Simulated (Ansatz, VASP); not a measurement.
# Cross-check of Te (Tellurium) between VASP and Ansatz, part 2 of 2

One calculation is typed for both programs; each brings its own data sets. How far apart do they land? The cell is taken from a series of runs on this material, whose earlier steps may have relaxed, scaled, displaced or heated it; both programs get it as it stands.

VASP 6.6.1 and Ansatz 0.2.0.

So far: The starting structure; VASP: zone-centre phonons, LDA.

**3. Ansatz: zone-centre phonons, LDA**

Level of this step: Ansatz beside VASP: Kohn-Sham DFT, plane waves, LDA (Ansatz).

Ansatz runs on its PAW soft_1 files.

The same cell, functional (in two slightly different forms), mesh and smearing now go to Ansatz, which takes its cutoff from its data sets.

Contents of input.yaml:

```yaml
crystal:
  lattice:
    - [4.319505018, 0.0, 0.0]
    - [-2.159752509, 3.7408010774, 0.0]
    - [0.0, 0.0, 5.9305006761]
  atoms:
    - { symbol: Te, position: [0.2826265254, 0.0, 0.3333333333] }
    - { symbol: Te, position: [0.0, 0.2826265254, 0.6666666667] }
    - { symbol: Te, position: [0.7173734746, 0.7173734746, 0.0] }
kpoints:
  mp_grid: { grid: [12, 12, 8] }
hamiltonian:
  xc: lda
  pseudopotentials: { kind: paw, azcp: { folder: soft_1 }, xc_functional: pbe }
scf:
  occupations: { method: methfessel_paxton, width: 0.2 }
output:
  eigenvalues: true
phonons:
  method: dfpt
```

Started as:

```
ansatz run input.yaml --threads 4 --pin off --max-ram 10240MiB --backend cpu --events-out ev --progress --plain --runs-dir out
```

Numbers of over 12 decimals in the logs are rounded to 6 here.

Log:

```text
zone centre: on kpoints.mp_grid the ground state, and the responses unless they are solved on pairs of k-points, stand on 320 of the mesh's 1152 k-points, reduced under 2 symmetry operations, with k and −k counted as one. Each operation leaves every solved displacement unchanged or reverses it
Engine: ansatz 0.2.0, aarch64-unknown-linux-gnu
Pseudopotentials: kind: paw
Pseudopotential: Te, paw, valence charge 16, recommended cutoff 420 eV (normal), soft_1/Te.paw.azcp
Functional definition: SPW92
  exchange = slater_x
  correlation = pw_c
Crystal: 3 atoms, lattice volume = 95.827 Å³
Basis set: ecut = 420 eV, 1873 PW (Γ), exchange–correlation on 60×60×96 points (8 copies of the dense FFT grid, shifted against one another)
Bands: 29, of which v1, the nominal top of the filled ones, is band 24 counted from 1 (23 counted from 0)
Symmetry: 6 space group operations
k-points: 320 of 1152 (irreducible under 2 space group operations, time reversal used)
Non-local potential: Te, projectors of the file, l = 0: 2, l = 1: 2, l = 2: 2, l = 3: 1
PAW form: soft (Blöchl's): semilocal exchange-correlation on the pseudo side does not see the compensation charge
PAW frozen core: Te, regenerated for the run's functional, and the local potential with it (the file was generated under x = pbe(κ = 0.804, μ = 0.219515), c = pbe(β = 0.066725))
PAW one-centre angular grid: Te, 590 points (default); XC on 64 Gauss nodes
Initial density: superposition of atomic densities (chi_scale 0.1, normalization cell)
Initial wavefunctions: pseudopotential atomic-orbital guess
Functional: x = slater, c = lda
SCF iter   1: F=—  HF=-20481.849886 eV  |F-HF|=—  |Δ(HF+E_count)|=         —  Δρ=1.46e-2  dr2=1.43e-1  ethr=3.10e-3  ⟨swp⟩=8.7  Hψ=45781  notcnv=0
preconditioner: auto → Resta (q_TF=auto, 2.431 Å⁻¹)  ε∞=4.4  [insulator: Δε(μ)=0.216 eV  Ē_g=8.761 eV  σ=0.200 eV  W_gap=0.56  n_scr=22 (ndim 8)  ℏωp=16.1 eV  f_vac=0.003  D(μ)=-0.04/eV (n_scr^D=0)  ε∞_Penn≈4.4]
SCF iter   2: F=—  HF=-20481.821399 eV  |F-HF|=—  |Δ(HF+E_count)|=   2.85e-2  S|Δr|=    0.00e0  Δρ=8.21e-3  dr2=4.51e-2  ethr=2.97e-4  ⟨swp⟩=1.0  Hψ=11857  notcnv=0
SCF iter   3: F=—  HF=-20481.811146 eV  |F-HF|=—  |Δ(HF+E_count)|=   1.03e-2  S|Δr|=    0.00e0  Δρ=7.19e-4  dr2=4.87e-4  ethr=9.39e-5  ⟨swp⟩=2.2  Hψ=13081  notcnv=0
SCF iter   4: F=—  HF=-20481.811187 eV  |F-HF|=—  |Δ(HF+E_count)|=   4.11e-5  S|Δr|=    0.00e0  Δρ=2.15e-4  dr2=5.02e-5  ethr=1.01e-6  ⟨swp⟩=2.6  Hψ=17914  notcnv=0
SCF iter   5: F=—  HF=-20481.811191 eV  |F-HF|=—  |Δ(HF+E_count)|=   3.71e-6  S|Δr|=    0.00e0  Δρ=6.85e-5  dr2=6.10e-6  ethr=1.05e-7  ⟨swp⟩=2.1  Hψ=14557  notcnv=0
SCF iter   6: F=—  HF=-20481.811191 eV  |F-HF|=—  |Δ(HF+E_count)|=   2.31e-7  S|Δr|=    0.00e0  Δρ=1.55e-5  dr2=2.14e-7  ethr=1.27e-8  ⟨swp⟩=3.0  Hψ=17161  notcnv=0
SCF iter   7: F=—  HF=-20481.811190 eV  |F-HF|=—  |Δ(HF+E_count)|=   1.12e-6  S|Δr|=    0.00e0  Δρ=2.25e-6  dr2=4.50e-9  ethr=4.46e-10  ⟨swp⟩=2.0  Hψ=11185  notcnv=0
SCF iter   8: F=—  HF=-20481.811190 eV  |F-HF|=—  |Δ(HF+E_count)|=   1.88e-9  S|Δr|=    0.00e0  Δρ=6.05e-7  dr2=2.52e-10  ethr=9.38e-12  ⟨swp⟩=2.0  Hψ=16982  notcnv=0
SCF iter   9: F=-20481.811190 eV  HF=-20481.811190 eV  |F-HF|=7.28e-12  |Δ(HF+E_count)|=  2.55e-11  S|Δr|=    0.00e0  Δρ=1.09e-7  dr2=9.60e-12  ethr=1.00e-12  ⟨swp⟩=8.7  Hψ=58789  notcnv=0
SCF 1 converged in 9 iterations: F = -20481.811190 eV  dr2 = 9.60e-12
  greatest PAW one-centre occupation: 0.999 electrons in one spin orbital (limit 2), on the Te atom at site 0 (counted from 0), in its partial waves of l = 2
DFPT response loops at Γ: preconditioner auto → Kerker (q_TF=auto, 2.431 Å⁻¹) (partly filled bands, converged f_vac=0.011); β = 1.00, the filter's whole step (`scf.mixing.beta` (0.50) is not read by the response loops under this deck's `scf.mixing.preconditioner`; to damp them name `kerker` or `kerker_dos`, under which they read `scf.mixing.beta`, and type it under 1.00, their step now; both keys bind the ground state too); Broyden in place of MSR1
SCF converged after 9 iterations
Stability not checked: this state was not tested for a lower state beside it, because cold or Methfessel-Paxton smearing, or corrected tetrahedra, fill the levels in a way that the test cannot read (fill_not_monotonic; see scf.lower_state_search)
Free energy (F): -20481.811190 eV
Harris-Foulkes:  -20481.811190 eV  (|F-HF|=7.28e-12)
Internal energy: -20481.814416 eV  (E = F + TS)
E sigma→0 (E₀):  -20481.811996 eV
Entropy (-TS):   0.003226 eV (1.075 meV/atom)
Fermi energy:    9.476739 eV
Step filling:    the computed levels leave a gap of 0.0120 eV = 0.1 smearing widths at the electron count; against every level under it full and every level over it empty, smearing changes F+E_penalty+E_count by +0.399 meV and its σ→0 estimate by -0.408 meV
--- Per-component energies (eV) ---
  E_band       = -770.716092
  E_kinetic    = 519.683351
  E_local      = -4741.421680  (includes V_loc(G=0)·N_el)
  E_nonlocal   = 210.506869
  E_hartree    = 2366.683990
  E_xc         = -367.568929
  E_vxc        = -309.422088  (∫ρ·V_xc dr)
  E_paw        = -13549.566790  (= ΣΔE_a)
  E_vpaw       = -1183.430580  (= ΣTr[D̂ρ^β])
  E_aug_tail   = 0.000211  (compensation charges beyond the density's cutoff)
  E_ewald      = -4922.167365
  E_core_change = 2.035927  (= ΣΔE_core)
  E_smearing   = 0.003226  (= −TS)
  E_closure    = -0.000000  (closes the sum)
  Σ components = -20481.811190   (vs F -20481.811190, Δ=0.00e0)
--- Band table (eV; the first three rows and the last of 320) ---
  k-point 0: bands = [... 20 lower, 6.7667, 7.6288, 7.6288, 8.2998, 10.4023, 10.4023, 11.0628, 14.2964, ... 1 higher]
  k-point 1: bands = [... 20 lower, 6.9154, 7.6950, 7.7739, 8.3228, 10.2639, 10.2957, 10.8897, 13.8737, ... 1 higher]
  k-point 2: bands = [... 20 lower, 6.8965, 7.8655, 8.0742, 8.3898, 9.9703, 10.0379, 10.4810, 13.4927, ... 1 higher]
  k-point 319: bands = [... 20 lower, 4.7029, 7.9244, 8.2947, 9.1064, 10.0537, 10.9924, 11.0336, 14.3628, ... 1 higher]
--- Phonons (Γ-DFPT): 3 representative perturbations + reference, on 320 of 1152 k-points (Σ response iterations 9) ---
  k mesh reduced under 2 symmetry operations, with k and −k counted as one. Each operation leaves every solved displacement unchanged or reverses it
  ASR residual: 1.098e-4 → 0.000e0 eV/Å²; symmetrization residual: 7.344e-6 eV/Å²
  ASR residual per site (eV/Å²): 1.10e-4 1.10e-4 1.10e-4
  Γ frequencies (cm⁻¹): 0.00 0.00 0.00 81.59 81.59 88.98 98.42 126.63 126.63
  non-analytic LO–TO correction: not included (Born effective charges unavailable; polar crystals: no LO–TO splitting at Γ)
```

Reading the cycles: dr2 is the Hartree energy of the density residual (eV), the measure of convergence; HF is the Harris–Foulkes estimate of the energy, which meets the free energy F at convergence.

**4. Comparison**

Known differences besides the potentials themselves: the two LDA forms differ slightly; the data sets hold 48 valence electrons in Ansatz (on its PAW soft_1 files) and 18 in VASP; the cutoff is 420 eV in Ansatz and 500 eV in VASP; VASP's log shows a relativistic correction to its local exchange, Ansatz's none. Total energies have different zeros and are not compared.

The two programs side by side:

| quantity | Ansatz | VASP | difference |
| --- | --- | --- | --- |
| optical mode 1 to 2 (cm⁻¹) | 81.6 | 82.2 | -0.70 % |
| optical mode 3 (cm⁻¹) | 89.0 | 89.4 | -0.48 % |
| optical mode 4 (cm⁻¹) | 98.4 | 100.5 | -2.06 % |
| optical mode 5 to 6 (cm⁻¹) | 126.6 | 127.5 | -0.65 % |

Modes are paired by rising frequency, not by their patterns, so a pair may set unlike modes beside each other; they are those without the splitting of longitudinal modes.

**5. What came out**

- r.m.s. difference of the optical zone-centre modes, each program's sorted by frequency (zone-centre phonons, LDA): 1.0 cm⁻¹
- difference in optical mode 4 (zone-centre phonons, LDA): -2.1 %

The r.m.s. difference of the optical zone-centre modes, each program's sorted by frequency is 1.0 cm⁻¹ (zone-centre phonons, LDA). The data sets hold unlike numbers of valence electrons (48 in Ansatz and 18 in VASP), so part of the differences comes from the potentials. Among the rows given in per cent, the largest difference of the zone-centre phonons, LDA pair is in optical mode 4, -2.1 %. How closely two codes agree says nothing of how well the functional describes the real material.

[Lines on the potential files, build, host, timing and source positions are cut from VASP's logs without a mark.]

[Logs are printed without paths, hosts, clocks, repeated set-up lines and the standing remarks that a program may print on its own settings, such as how far it seeks lower states.]

[Hosts, paths, dates, database ids (printed as entryN), source tags and the programs' standing remarks are cut or masked in the printed files.]
